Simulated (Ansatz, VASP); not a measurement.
# Sn: VASP beside Ansatz, part 2 of 3

Aim: how closely do two programs agree when they are given the same cell, functional and k mesh? The cell is taken from a series of runs on this material, whose earlier steps may have relaxed, scaled, displaced or heated it; both programs get it as it stands.

VASP 6.6.1 and Ansatz 0.2.0.

So far: Set-up; Ansatz: zone-centre phonons, LDA.

## Step 3: VASP: zone-centre phonons, LDA

Level of this step: LDA; plane waves and PAW (Sn_d) (VASP).

The same cell, functional (in two slightly different forms), mesh and smearing now go to VASP, with its own data sets.

Lines of VASP's logs that name or quote its potential files are left out, and so is its time.

INCAR

```
SYSTEM = Sn
PREC = Accurate
ENCUT = 500
EDIFF = 1E-08
NELM = 120
ISMEAR = 0
SIGMA = 0.015
LREAL = .FALSE.
ALGO = Normal
GGA = CA
NBANDS = 20
LORBIT = 11
LWAVE = .FALSE.
LCHARG = .FALSE.
ISIF = 2
ISYM = 2
IBRION = 8
LASPH = .TRUE.
GGA_COMPAT = .FALSE.
KPAR = 2
```

POSCAR

```
Sn
1.0
    0.0000000000      3.1713408489      3.3015638321
    3.1713408489      0.0000000000      3.3015638321
    3.1713408489      3.1713408489      0.0000000000
Sn
2
Direct
    0.5000156341      0.5000156341      0.4998255908
    0.7499843659      0.7499843659      0.7501744092
```

KPOINTS

```
Points of the shifted mesh
1728
Reciprocal
 0.0416666667  0.0416666667  0.0416666667 1
 0.0416666667  0.0416666667  0.1250000000 1
 0.0416666667  0.0416666667  0.2083333333 1
 0.0416666667  0.0416666667  0.2916666667 1
 0.0416666667  0.0416666667  0.3750000000 1
 0.0416666667  0.0416666667  0.4583333333 1
 0.0416666667  0.0416666667  0.5416666667 1
 0.0416666667  0.0416666667  0.6250000000 1
 0.0416666667  0.0416666667  0.7083333333 1
 0.0416666667  0.0416666667  0.7916666667 1
 0.0416666667  0.0416666667  0.8750000000 1
 0.0416666667  0.0416666667  0.9583333333 1
 0.0416666667  0.1250000000  0.0416666667 1
 0.0416666667  0.1250000000  0.1250000000 1
 0.0416666667  0.1250000000  0.2083333333 1
 0.0416666667  0.1250000000  0.2916666667 1
 0.0416666667  0.1250000000  0.3750000000 1
 0.0416666667  0.1250000000  0.4583333333 1
 0.0416666667  0.1250000000  0.5416666667 1
 0.0416666667  0.1250000000  0.6250000000 1
 0.0416666667  0.1250000000  0.7083333333 1
 0.0416666667  0.1250000000  0.7916666667 1
 0.0416666667  0.1250000000  0.8750000000 1
 0.0416666667  0.1250000000  0.9583333333 1
 0.0416666667  0.2083333333  0.0416666667 1
 0.0416666667  0.2083333333  0.1250000000 1
 0.0416666667  0.2083333333  0.2083333333 1
 0.0416666667  0.2083333333  0.2916666667 1
 0.0416666667  0.2083333333  0.3750000000 1
 0.0416666667  0.2083333333  0.4583333333 1
 0.0416666667  0.2083333333  0.5416666667 1
 0.0416666667  0.2083333333  0.6250000000 1
 0.0416666667  0.2083333333  0.7083333333 1
 0.0416666667  0.2083333333  0.7916666667 1
 0.0416666667  0.2083333333  0.8750000000 1
 0.0416666667  0.2083333333  0.9583333333 1
 0.0416666667  0.2916666667  0.0416666667 1
 0.0416666667  0.2916666667  0.1250000000 1
 0.0416666667  0.2916666667  0.2083333333 1
 0.0416666667  0.2916666667  0.2916666667 1
 0.0416666667  0.2916666667  0.3750000000 1
 0.0416666667  0.2916666667  0.4583333333 1
 0.0416666667  0.2916666667  0.5416666667 1
 0.0416666667  0.2916666667  0.6250000000 1
 0.0416666667  0.2916666667  0.7083333333 1
 0.0416666667  0.2916666667  0.7916666667 1
 0.0416666667  0.2916666667  0.8750000000 1
 0.0416666667  0.2916666667  0.9583333333 1
 0.0416666667  0.3750000000  0.0416666667 1
 0.0416666667  0.3750000000  0.1250000000 1
 0.0416666667  0.3750000000  0.2083333333 1
 0.0416666667  0.3750000000  0.2916666667 1
 0.0416666667  0.3750000000  0.3750000000 1
 0.0416666667  0.3750000000  0.4583333333 1
 0.0416666667  0.3750000000  0.5416666667 1
 0.0416666667  0.3750000000  0.6250000000 1
 0.0416666667  0.3750000000  0.7083333333 1
 0.0416666667  0.3750000000  0.7916666667 1
 0.0416666667  0.3750000000  0.8750000000 1
 0.0416666667  0.3750000000  0.9583333333 1
 0.0416666667  0.4583333333  0.0416666667 1
 0.0416666667  0.4583333333  0.1250000000 1
 0.0416666667  0.4583333333  0.2083333333 1
 0.0416666667  0.4583333333  0.2916666667 1
 0.0416666667  0.4583333333  0.3750000000 1
 0.0416666667  0.4583333333  0.4583333333 1
 0.0416666667  0.4583333333  0.5416666667 1
 0.0416666667  0.4583333333  0.6250000000 1
 0.0416666667  0.4583333333  0.7083333333 1
 0.0416666667  0.4583333333  0.7916666667 1
 0.0416666667  0.4583333333  0.8750000000 1
 0.0416666667  0.4583333333  0.9583333333 1
 0.0416666667  0.5416666667  0.0416666667 1
 0.0416666667  0.5416666667  0.1250000000 1
 0.0416666667  0.5416666667  0.2083333333 1
 0.0416666667  0.5416666667  0.2916666667 1
 0.0416666667  0.5416666667  0.3750000000 1
 0.0416666667  0.5416666667  0.4583333333 1
 0.0416666667  0.5416666667  0.5416666667 1
 0.0416666667  0.5416666667  0.6250000000 1
 0.0416666667  0.5416666667  0.7083333333 1
 0.0416666667  0.5416666667  0.7916666667 1
 0.0416666667  0.5416666667  0.8750000000 1
 0.0416666667  0.5416666667  0.9583333333 1
 0.0416666667  0.6250000000  0.0416666667 1
 0.0416666667  0.6250000000  0.1250000000 1
 0.0416666667  0.6250000000  0.2083333333 1
 0.0416666667  0.6250000000  0.2916666667 1
 0.0416666667  0.6250000000  0.3750000000 1
 0.0416666667  0.6250000000  0.4583333333 1
 0.0416666667  0.6250000000  0.5416666667 1
 0.0416666667  0.6250000000  0.6250000000 1
 0.0416666667  0.6250000000  0.7083333333 1
 0.0416666667  0.6250000000  0.7916666667 1
 0.0416666667  0.6250000000  0.8750000000 1
 0.0416666667  0.6250000000  0.9583333333 1
 0.0416666667  0.7083333333  0.0416666667 1
 0.0416666667  0.7083333333  0.1250000000 1
 0.0416666667  0.7083333333  0.2083333333 1
 0.0416666667  0.7083333333  0.2916666667 1
 0.0416666667  0.7083333333  0.3750000000 1
 0.0416666667  0.7083333333  0.4583333333 1
 0.0416666667  0.7083333333  0.5416666667 1
 0.0416666667  0.7083333333  0.6250000000 1
 0.0416666667  0.7083333333  0.7083333333 1
 0.0416666667  0.7083333333  0.7916666667 1
 0.0416666667  0.7083333333  0.8750000000 1
 0.0416666667  0.7083333333  0.9583333333 1
 0.0416666667  0.7916666667  0.0416666667 1
 0.0416666667  0.7916666667  0.1250000000 1
 0.0416666667  0.7916666667  0.2083333333 1
 0.0416666667  0.7916666667  0.2916666667 1
[... 1390 lines left out ...]
 0.8750000000  0.4583333333  0.1250000000 1
 0.8750000000  0.4583333333  0.2083333333 1
 0.8750000000  0.4583333333  0.2916666667 1
 0.8750000000  0.4583333333  0.3750000000 1
 0.8750000000  0.4583333333  0.4583333333 1
 0.8750000000  0.4583333333  0.5416666667 1
 0.8750000000  0.4583333333  0.6250000000 1
 0.8750000000  0.4583333333  0.7083333333 1
 0.8750000000  0.4583333333  0.7916666667 1
 0.8750000000  0.4583333333  0.8750000000 1
 0.8750000000  0.4583333333  0.9583333333 1
 0.8750000000  0.5416666667  0.0416666667 1
 0.8750000000  0.5416666667  0.1250000000 1
 0.8750000000  0.5416666667  0.2083333333 1
 0.8750000000  0.5416666667  0.2916666667 1
 0.8750000000  0.5416666667  0.3750000000 1
 0.8750000000  0.5416666667  0.4583333333 1
 0.8750000000  0.5416666667  0.5416666667 1
 0.8750000000  0.5416666667  0.6250000000 1
 0.8750000000  0.5416666667  0.7083333333 1
 0.8750000000  0.5416666667  0.7916666667 1
 0.8750000000  0.5416666667  0.8750000000 1
 0.8750000000  0.5416666667  0.9583333333 1
 0.8750000000  0.6250000000  0.0416666667 1
 0.8750000000  0.6250000000  0.1250000000 1
 0.8750000000  0.6250000000  0.2083333333 1
 0.8750000000  0.6250000000  0.2916666667 1
 0.8750000000  0.6250000000  0.3750000000 1
 0.8750000000  0.6250000000  0.4583333333 1
 0.8750000000  0.6250000000  0.5416666667 1
 0.8750000000  0.6250000000  0.6250000000 1
 0.8750000000  0.6250000000  0.7083333333 1
 0.8750000000  0.6250000000  0.7916666667 1
 0.8750000000  0.6250000000  0.8750000000 1
 0.8750000000  0.6250000000  0.9583333333 1
 0.8750000000  0.7083333333  0.0416666667 1
 0.8750000000  0.7083333333  0.1250000000 1
 0.8750000000  0.7083333333  0.2083333333 1
 0.8750000000  0.7083333333  0.2916666667 1
 0.8750000000  0.7083333333  0.3750000000 1
 0.8750000000  0.7083333333  0.4583333333 1
 0.8750000000  0.7083333333  0.5416666667 1
 0.8750000000  0.7083333333  0.6250000000 1
 0.8750000000  0.7083333333  0.7083333333 1
 0.8750000000  0.7083333333  0.7916666667 1
 0.8750000000  0.7083333333  0.8750000000 1
 0.8750000000  0.7083333333  0.9583333333 1
 0.8750000000  0.7916666667  0.0416666667 1
 0.8750000000  0.7916666667  0.1250000000 1
 0.8750000000  0.7916666667  0.2083333333 1
 0.8750000000  0.7916666667  0.2916666667 1
 0.8750000000  0.7916666667  0.3750000000 1
 0.8750000000  0.7916666667  0.4583333333 1
 0.8750000000  0.7916666667  0.5416666667 1
 0.8750000000  0.7916666667  0.6250000000 1
 0.8750000000  0.7916666667  0.7083333333 1
 0.8750000000  0.7916666667  0.7916666667 1
 0.8750000000  0.7916666667  0.8750000000 1
 0.8750000000  0.7916666667  0.9583333333 1
 0.8750000000  0.8750000000  0.0416666667 1
 0.8750000000  0.8750000000  0.1250000000 1
 0.8750000000  0.8750000000  0.2083333333 1
 0.8750000000  0.8750000000  0.2916666667 1
 0.8750000000  0.8750000000  0.3750000000 1
 0.8750000000  0.8750000000  0.4583333333 1
 0.8750000000  0.8750000000  0.5416666667 1
 0.8750000000  0.8750000000  0.6250000000 1
 0.8750000000  0.8750000000  0.7083333333 1
 0.8750000000  0.8750000000  0.7916666667 1
 0.8750000000  0.8750000000  0.8750000000 1
 0.8750000000  0.8750000000  0.9583333333 1
 0.8750000000  0.9583333333  0.0416666667 1
 0.8750000000  0.9583333333  0.1250000000 1
 0.8750000000  0.9583333333  0.2083333333 1
 0.8750000000  0.9583333333  0.2916666667 1
 0.8750000000  0.9583333333  0.3750000000 1
 0.8750000000  0.9583333333  0.4583333333 1
 0.8750000000  0.9583333333  0.5416666667 1
 0.8750000000  0.9583333333  0.6250000000 1
 0.8750000000  0.9583333333  0.7083333333 1
 0.8750000000  0.9583333333  0.7916666667 1
 0.8750000000  0.9583333333  0.8750000000 1
 0.8750000000  0.9583333333  0.9583333333 1
 0.9583333333  0.0416666667  0.0416666667 1
 0.9583333333  0.0416666667  0.1250000000 1
 0.9583333333  0.0416666667  0.2083333333 1
 0.9583333333  0.0416666667  0.2916666667 1
 0.9583333333  0.0416666667  0.3750000000 1
 0.9583333333  0.0416666667  0.4583333333 1
 0.9583333333  0.0416666667  0.5416666667 1
 0.9583333333  0.0416666667  0.6250000000 1
 0.9583333333  0.0416666667  0.7083333333 1
 0.9583333333  0.0416666667  0.7916666667 1
 0.9583333333  0.0416666667  0.8750000000 1
 0.9583333333  0.0416666667  0.9583333333 1
 0.9583333333  0.1250000000  0.0416666667 1
 0.9583333333  0.1250000000  0.1250000000 1
 0.9583333333  0.1250000000  0.2083333333 1
 0.9583333333  0.1250000000  0.2916666667 1
 0.9583333333  0.1250000000  0.3750000000 1
 0.9583333333  0.1250000000  0.4583333333 1
 0.9583333333  0.1250000000  0.5416666667 1
 0.9583333333  0.1250000000  0.6250000000 1
 0.9583333333  0.1250000000  0.7083333333 1
 0.9583333333  0.1250000000  0.7916666667 1
 0.9583333333  0.1250000000  0.8750000000 1
 0.9583333333  0.1250000000  0.9583333333 1
 0.9583333333  0.2083333333  0.0416666667 1
 0.9583333333  0.2083333333  0.1250000000 1
 0.9583333333  0.2083333333  0.2083333333 1
 0.9583333333  0.2083333333  0.2916666667 1
 0.9583333333  0.2083333333  0.3750000000 1
 0.9583333333  0.2083333333  0.4583333333 1
 0.9583333333  0.2083333333  0.5416666667 1
 0.9583333333  0.2083333333  0.6250000000 1
 0.9583333333  0.2083333333  0.7083333333 1
 0.9583333333  0.2083333333  0.7916666667 1
 0.9583333333  0.2083333333  0.8750000000 1
 0.9583333333  0.2083333333  0.9583333333 1
 0.9583333333  0.2916666667  0.0416666667 1
 0.9583333333  0.2916666667  0.1250000000 1
 0.9583333333  0.2916666667  0.2083333333 1
 0.9583333333  0.2916666667  0.2916666667 1
 0.9583333333  0.2916666667  0.3750000000 1
 0.9583333333  0.2916666667  0.4583333333 1
 0.9583333333  0.2916666667  0.5416666667 1
 0.9583333333  0.2916666667  0.6250000000 1
 0.9583333333  0.2916666667  0.7083333333 1
 0.9583333333  0.2916666667  0.7916666667 1
 0.9583333333  0.2916666667  0.8750000000 1
 0.9583333333  0.2916666667  0.9583333333 1
 0.9583333333  0.3750000000  0.0416666667 1
 0.9583333333  0.3750000000  0.1250000000 1
 0.9583333333  0.3750000000  0.2083333333 1
 0.9583333333  0.3750000000  0.2916666667 1
 0.9583333333  0.3750000000  0.3750000000 1
 0.9583333333  0.3750000000  0.4583333333 1
 0.9583333333  0.3750000000  0.5416666667 1
 0.9583333333  0.3750000000  0.6250000000 1
 0.9583333333  0.3750000000  0.7083333333 1
 0.9583333333  0.3750000000  0.7916666667 1
 0.9583333333  0.3750000000  0.8750000000 1
 0.9583333333  0.3750000000  0.9583333333 1
 0.9583333333  0.4583333333  0.0416666667 1
 0.9583333333  0.4583333333  0.1250000000 1
 0.9583333333  0.4583333333  0.2083333333 1
 0.9583333333  0.4583333333  0.2916666667 1
 0.9583333333  0.4583333333  0.3750000000 1
 0.9583333333  0.4583333333  0.4583333333 1
 0.9583333333  0.4583333333  0.5416666667 1
 0.9583333333  0.4583333333  0.6250000000 1
 0.9583333333  0.4583333333  0.7083333333 1
 0.9583333333  0.4583333333  0.7916666667 1
 0.9583333333  0.4583333333  0.8750000000 1
 0.9583333333  0.4583333333  0.9583333333 1
 0.9583333333  0.5416666667  0.0416666667 1
 0.9583333333  0.5416666667  0.1250000000 1
 0.9583333333  0.5416666667  0.2083333333 1
 0.9583333333  0.5416666667  0.2916666667 1
 0.9583333333  0.5416666667  0.3750000000 1
 0.9583333333  0.5416666667  0.4583333333 1
 0.9583333333  0.5416666667  0.5416666667 1
 0.9583333333  0.5416666667  0.6250000000 1
 0.9583333333  0.5416666667  0.7083333333 1
 0.9583333333  0.5416666667  0.7916666667 1
 0.9583333333  0.5416666667  0.8750000000 1
 0.9583333333  0.5416666667  0.9583333333 1
 0.9583333333  0.6250000000  0.0416666667 1
 0.9583333333  0.6250000000  0.1250000000 1
 0.9583333333  0.6250000000  0.2083333333 1
 0.9583333333  0.6250000000  0.2916666667 1
 0.9583333333  0.6250000000  0.3750000000 1
 0.9583333333  0.6250000000  0.4583333333 1
 0.9583333333  0.6250000000  0.5416666667 1
 0.9583333333  0.6250000000  0.6250000000 1
 0.9583333333  0.6250000000  0.7083333333 1
 0.9583333333  0.6250000000  0.7916666667 1
 0.9583333333  0.6250000000  0.8750000000 1
 0.9583333333  0.6250000000  0.9583333333 1
 0.9583333333  0.7083333333  0.0416666667 1
 0.9583333333  0.7083333333  0.1250000000 1
 0.9583333333  0.7083333333  0.2083333333 1
 0.9583333333  0.7083333333  0.2916666667 1
 0.9583333333  0.7083333333  0.3750000000 1
 0.9583333333  0.7083333333  0.4583333333 1
 0.9583333333  0.7083333333  0.5416666667 1
 0.9583333333  0.7083333333  0.6250000000 1
 0.9583333333  0.7083333333  0.7083333333 1
 0.9583333333  0.7083333333  0.7916666667 1
 0.9583333333  0.7083333333  0.8750000000 1
 0.9583333333  0.7083333333  0.9583333333 1
 0.9583333333  0.7916666667  0.0416666667 1
 0.9583333333  0.7916666667  0.1250000000 1
 0.9583333333  0.7916666667  0.2083333333 1
 0.9583333333  0.7916666667  0.2916666667 1
 0.9583333333  0.7916666667  0.3750000000 1
 0.9583333333  0.7916666667  0.4583333333 1
 0.9583333333  0.7916666667  0.5416666667 1
 0.9583333333  0.7916666667  0.6250000000 1
 0.9583333333  0.7916666667  0.7083333333 1
 0.9583333333  0.7916666667  0.7916666667 1
 0.9583333333  0.7916666667  0.8750000000 1
 0.9583333333  0.7916666667  0.9583333333 1
 0.9583333333  0.8750000000  0.0416666667 1
 0.9583333333  0.8750000000  0.1250000000 1
 0.9583333333  0.8750000000  0.2083333333 1
 0.9583333333  0.8750000000  0.2916666667 1
 0.9583333333  0.8750000000  0.3750000000 1
 0.9583333333  0.8750000000  0.4583333333 1
 0.9583333333  0.8750000000  0.5416666667 1
 0.9583333333  0.8750000000  0.6250000000 1
 0.9583333333  0.8750000000  0.7083333333 1
 0.9583333333  0.8750000000  0.7916666667 1
 0.9583333333  0.8750000000  0.8750000000 1
 0.9583333333  0.8750000000  0.9583333333 1
 0.9583333333  0.9583333333  0.0416666667 1
 0.9583333333  0.9583333333  0.1250000000 1
 0.9583333333  0.9583333333  0.2083333333 1
 0.9583333333  0.9583333333  0.2916666667 1
 0.9583333333  0.9583333333  0.3750000000 1
 0.9583333333  0.9583333333  0.4583333333 1
 0.9583333333  0.9583333333  0.5416666667 1
 0.9583333333  0.9583333333  0.6250000000 1
 0.9583333333  0.9583333333  0.7083333333 1
 0.9583333333  0.9583333333  0.7916666667 1
 0.9583333333  0.9583333333  0.8750000000 1
 0.9583333333  0.9583333333  0.9583333333 1
```

PAW data sets: Sn_d (LDA family, release 64).

Started as:

```
$ mpirun -np 2 vasp_std
```

The program printed:

```text
[banner, memory and clock lines left out]
running    2 mpi-ranks, on    1 nodes
 distrk:  each k-point on    1 cores,    2 groups
 distr:  one band on    1 cores,    1 groups

 POSCAR found type information on POSCAR Sn
 POSCAR found :  1 types and       2 ions
 LDA part: xc-table for (Slater(with rela. corr.)+CA(PZ))
 , standard interpolation
 POSCAR, INCAR and KPOINTS ok, starting setup
 FFT: planning ... GRIDC
 FFT: planning ... GRID_SOFT
 FFT: planning ... GRID
 WAVECAR not read
 entering main loop
       N       E                     dE             d eps       ncg     rms          rms(c)
DAV:   1     0.223079923657E+03    0.22308E+03   -0.14814E+04 69544   0.202E+03
DAV:   2     0.148258028161E+02   -0.20825E+03   -0.20442E+03 69304   0.443E+02
DAV:   3    -0.829082808721E+01   -0.23117E+02   -0.22971E+02 79044   0.144E+02
DAV:   4    -0.904064621137E+01   -0.74982E+00   -0.74940E+00 78584   0.293E+01
DAV:   5    -0.906652769367E+01   -0.25881E-01   -0.25881E-01 93760   0.533E+00    0.344E+00
DAV:   6    -0.897499702579E+01    0.91531E-01   -0.45169E-02 86804   0.231E+00    0.193E+00
DAV:   7    -0.893006267777E+01    0.44934E-01   -0.66330E-02 72016   0.231E+00    0.149E-01
DAV:   8    -0.893067728726E+01   -0.61461E-03   -0.56632E-03 79936   0.844E-01    0.563E-02
DAV:   9    -0.893076658367E+01   -0.89296E-04   -0.18796E-04 92080   0.104E-01    0.156E-02
DAV:  10    -0.893076563951E+01    0.94417E-06   -0.16397E-05 93232   0.467E-02    0.421E-03
DAV:  11    -0.893076603927E+01   -0.39976E-06   -0.12609E-06 75236   0.786E-03    0.188E-03
DAV:  12    -0.893076603868E+01    0.58526E-09   -0.63349E-08 81480   0.240E-03
   1 F= -.89307660E+01 E0= -.89307648E+01  d E =-.238001E-05
 Linear response reoptimize wavefunctions to high precision
DAV:   1    -0.893076603876E+01   -0.81855E-10   -0.55015E-09 69936   0.663E-04
DAV:   2    -0.893076603881E+01   -0.48203E-10   -0.42251E-10 45744   0.223E-04
 Linear response DOF=           2
 Linear response progress:
  Degree of freedom:   1/  2
       N       E                     dE             d eps       ncg     rms          rms(c)
RMM:   1    -0.216199556311E+00   -0.21620E+00    0.63860E-01 86666   0.104E+01
RMM:   2    -0.223076775088E+00   -0.68772E-02   -0.20407E-02121008   0.120E+00    0.708E-02
RMM:   3    -0.223244243676E+00   -0.16747E-03   -0.16969E-03127065   0.332E-01    0.329E-02
RMM:   4    -0.223149718117E+00    0.94526E-04   -0.12095E-04126430   0.101E-01    0.107E-02
RMM:   5    -0.223145855320E+00    0.38628E-05   -0.16434E-05130273   0.331E-02    0.398E-03
RMM:   6    -0.223149197148E+00   -0.33418E-05   -0.13735E-06128058   0.965E-03    0.170E-03
RMM:   7    -0.223149530470E+00   -0.33332E-06   -0.24184E-07127854   0.344E-03    0.412E-04
RMM:   8    -0.223147304259E+00    0.22262E-05   -0.38379E-08131204   0.124E-03    0.272E-04
RMM:   9    -0.223146091349E+00    0.12129E-05   -0.11912E-09132040   0.487E-04    0.399E-05
RMM:  10    -0.223146310463E+00   -0.21911E-06    0.86575E-11137108   0.206E-04    0.306E-05
RMM:  11    -0.223146224091E+00    0.86373E-07   -0.28926E-09132849   0.106E-04    0.640E-06
RMM:  12    -0.223146225972E+00   -0.18814E-08   -0.37195E-09141081   0.611E-05    0.475E-06
 first order change of Fermi-energy   0.67766E+00
 force on displaced ion       1 direction 1 :  -8.256  -0.113  -0.014
 Linear response progress:
  Degree of freedom:   2/  2
       N       E                     dE             d eps       ncg     rms          rms(c)
RMM:   1    -0.216567822829E+00   -0.21657E+00    0.58557E-01 86772   0.102E+01
RMM:   2    -0.223428543725E+00   -0.68607E-02   -0.20482E-02121142   0.120E+00    0.720E-02
RMM:   3    -0.223592526997E+00   -0.16398E-03   -0.16970E-03127222   0.333E-01    0.336E-02
RMM:   4    -0.223497714982E+00    0.94812E-04   -0.12231E-04126964   0.101E-01    0.106E-02
RMM:   5    -0.223495041304E+00    0.26737E-05   -0.15987E-05130374   0.330E-02    0.392E-03
RMM:   6    -0.223498349439E+00   -0.33081E-05   -0.13083E-06127879   0.967E-03    0.159E-03
RMM:   7    -0.223498693668E+00   -0.34423E-06   -0.19743E-07127689   0.349E-03    0.399E-04
RMM:   8    -0.223496290292E+00    0.24034E-05   -0.36947E-08131116   0.127E-03    0.232E-04
RMM:   9    -0.223495209374E+00    0.10809E-05   -0.57850E-09132136   0.497E-04    0.394E-05
RMM:  10    -0.223495386741E+00   -0.17737E-06    0.39155E-09136856   0.216E-04    0.301E-05
RMM:  11    -0.223495257117E+00    0.12962E-06    0.13176E-08132110   0.113E-04    0.737E-06
RMM:  12    -0.223495254709E+00    0.24081E-08    0.22018E-09141206   0.651E-05    0.482E-06
 first order change of Fermi-energy   0.21924E+01
 force on displaced ion       1 direction 3 :  -0.015  -0.015  -8.689
 Linear response finished
```

[end of part 2 of 3]

[Lines on the potential files, build, host, timing and source positions are cut from VASP's logs without a mark.]

[Logs are printed without paths, hosts, clocks, repeated set-up lines and the standing remarks that a program may print on its own settings, such as how far it seeks lower states.]

[Hosts, paths, dates, database ids (printed as entryN), source tags and the programs' standing remarks are cut or masked in the printed files.]
